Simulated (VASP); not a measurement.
Output of a VASP run:

File OSZICAR:
```
...
DAV:   2    -0.255508414226E+02    0.89023E-02   -0.44309E-02  1232   0.185E+00    0.159E-01
DAV:   3    -0.255504384724E+02    0.40295E-03   -0.14332E-03  1354   0.331E-01    0.840E-02
DAV:   4    -0.255503624440E+02    0.76028E-04   -0.81783E-04  1269   0.155E-01    0.309E-02
DAV:   5    -0.255503481035E+02    0.14340E-04   -0.68381E-05  1385   0.591E-02    0.197E-02
DAV:   6    -0.255503517940E+02   -0.36905E-05   -0.62794E-06  1385   0.174E-02    0.148E-03
DAV:   7    -0.255503516780E+02    0.11608E-06   -0.12845E-07   648   0.286E-03
  10 F= -.25550352E+02 E0= -.25549743E+02  d E =-.580611E-02
       N       E                     dE             d eps       ncg     rms          rms(c)
DAV:   1    -0.255888514028E+02   -0.38500E-01   -0.68649E-01  1224   0.770E+00    0.130E+00
DAV:   2    -0.255532884936E+02    0.35563E-01   -0.17422E-01  1232   0.367E+00    0.308E-01
DAV:   3    -0.255517407088E+02    0.15478E-02   -0.54198E-03  1398   0.643E-01    0.163E-01
DAV:   4    -0.255514139380E+02    0.32677E-03   -0.31334E-03  1270   0.305E-01    0.597E-02
DAV:   5    -0.255513607398E+02    0.53198E-04   -0.24724E-04  1370   0.114E-01    0.378E-02
DAV:   6    -0.255513719768E+02   -0.11237E-04   -0.24211E-05  1381   0.337E-02    0.306E-03
DAV:   7    -0.255513715437E+02    0.43306E-06   -0.50917E-07   764   0.593E-03
  11 F= -.25551372E+02 E0= -.25550862E+02  d E =-.682598E-02
       N       E                     dE             d eps       ncg     rms          rms(c)
DAV:   1    -0.255580489851E+02   -0.66770E-02   -0.10876E-01  1224   0.306E+00    0.505E-01
DAV:   2    -0.255524189550E+02    0.56300E-02   -0.27591E-02  1232   0.147E+00    0.129E-01
DAV:   3    -0.255521657690E+02    0.25319E-03   -0.86430E-04  1350   0.256E-01    0.715E-02
DAV:   4    -0.255521031601E+02    0.62609E-04   -0.51694E-04  1267   0.123E-01    0.250E-02
DAV:   5    -0.255520947208E+02    0.84393E-05   -0.55079E-05  1349   0.526E-02    0.161E-02
DAV:   6    -0.255520939672E+02    0.75358E-06   -0.51630E-06  1357   0.167E-02
  12 F= -.25552094E+02 E0= -.25551545E+02  d E =-.754840E-02
       N       E                     dE             d eps       ncg     rms          rms(c)
DAV:   1    -0.255521165905E+02   -0.21870E-04   -0.44024E-04  1224   0.195E-01    0.325E-02
DAV:   2    -0.255520932774E+02    0.23313E-04   -0.11345E-04  1224   0.940E-02    0.809E-03
DAV:   3    -0.255520925556E+02    0.72183E-06   -0.35680E-06  1169   0.166E-02
  13 F= -.25552093E+02 E0= -.25551545E+02  d E =-.754699E-02
       N       E                     dE             d eps       ncg     rms          rms(c)
DAV:   1    -0.255521261398E+02   -0.32862E-04   -0.84847E-04  1259   0.187E-01    0.947E-03
DAV:   2    -0.255521256199E+02    0.51990E-06   -0.14962E-05  1493   0.300E-02    0.438E-03
DAV:   3    -0.255521250665E+02    0.55342E-06   -0.83335E-07   706   0.699E-03
  14 F= -.25552125E+02 E0= -.25551578E+02  d E =-.325109E-04
       N       E                     dE             d eps       ncg     rms          rms(c)
DAV:   1    -0.255521817773E+02   -0.56157E-04   -0.76778E-03  1259   0.562E-01    0.291E-02
DAV:   2    -0.255521764036E+02    0.53737E-05   -0.13924E-04  1494   0.918E-02    0.133E-02
DAV:   3    -0.255521717199E+02    0.46837E-05   -0.79415E-06  1531   0.205E-02    0.444E-03
DAV:   4    -0.255521712247E+02    0.49516E-06   -0.17221E-06   942   0.876E-03
  15 F= -.25552171E+02 E0= -.25551622E+02  d E =-.786692E-04
```

### OUTCAR
```
------------------------ aborting loop because EDIFF is reached ----------------------------------------
  FORCE on cell =-STRESS in cart. coord.  units (eV):
  Direction    XX          YY          ZZ          XY          YZ          ZX
  --------------------------------------------------------------------------------------
  Total        0.0006625      0.0006625      0.0353582      0.0000000     -0.0000000      0.0000000
  in kB        0.0191400      0.0191400      1.0215842      0.0000000     -0.0000000      0.0000000
  external PRESSURE =       0.3532881 kB  Pullay stress =       0.0000000 kB
  volume of cell :       55.45
      direct lattice vectors                 reciprocal lattice vectors
     3.357582533 -0.000000000  0.000000000     0.297833334  0.171954149 -0.000000000
    -1.678791266  2.907751877 -0.000000000     0.000000000  0.343908298 -0.000000000
     0.000000000  0.000000000  5.679931078    -0.000000000 -0.000000000  0.176058474
 POSITION                                       TOTAL-FORCE (eV/Angst)
 -----------------------------------------------------------------------------------
     -0.00000      1.93850      0.01777         0.000000      0.000000      0.005746
      1.67879      0.96925      2.85773        -0.000000     -0.000000      0.005746
     -0.00000      1.93850      2.11221         0.000000     -0.000000     -0.005746
      1.67879      0.96925      4.95217         0.000000     -0.000000     -0.005746
 -----------------------------------------------------------------------------------
    total drift:                               -0.000581      0.000336      0.001370
  FREE ENERGIE OF THE ION-ELECTRON SYSTEM (eV)
  ---------------------------------------------------
  free  energy   TOTEN  =       -25.5521712247 eV

  energy  without entropy=      -25.5505233468  energy(sigma->0) =      -25.55162193

 reached required accuracy - stopping structural energy minimisation
```
(Selected blocks of OUTCAR.)

**POSCAR**
```
PtB
1
    3.4208203545     0.0000000000     0.0000000000
   -1.7104101772     2.9625174435     0.0000000000
    0.0000000000     0.0000000000     5.4783710032
Pt B
2 2
Direct
  0.3333330000   0.6666670000   0.9968608288
  0.6666670000   0.3333330000   0.4968608288
  0.3333330000   0.6666670000   0.3781391712
  0.6666670000   0.3333330000   0.8781391712
```

Reconstruct the remaining input files.

Several could match; the one computed here: the input of the run itself, PBE GGA, plane waves, VASP's PBE PAW potentials (set 64).

**KPOINTS**
```
K-points
0
Gamma
9 9 5
0 0 0
```

**INCAR**
```
SYSTEM = PtB
PREC = Accurate
ENCUT = 520
EDIFF = 1E-6
NELM = 100
ALGO = Normal
LREAL = .FALSE.
LASPH = .TRUE.
ISMEAR = 1
SIGMA = 0.1
GGA = PE
LMAXMIX = 6
LWAVE = .FALSE.
LCHARG = .FALSE.
IBRION = 2
ISIF = 3
NSW = 60
EDIFFG = -0.02
```

POTCAR, in this order: Pt B (PBE.64 set). Program: vasp_std.

The structure was generated: PtB was put into the wurtzite type (P6_3mc), which need not be its known phase. This run relaxes it. Symmetry was kept, so distortions that lower it aren't found. The start is the result of an earlier pass.
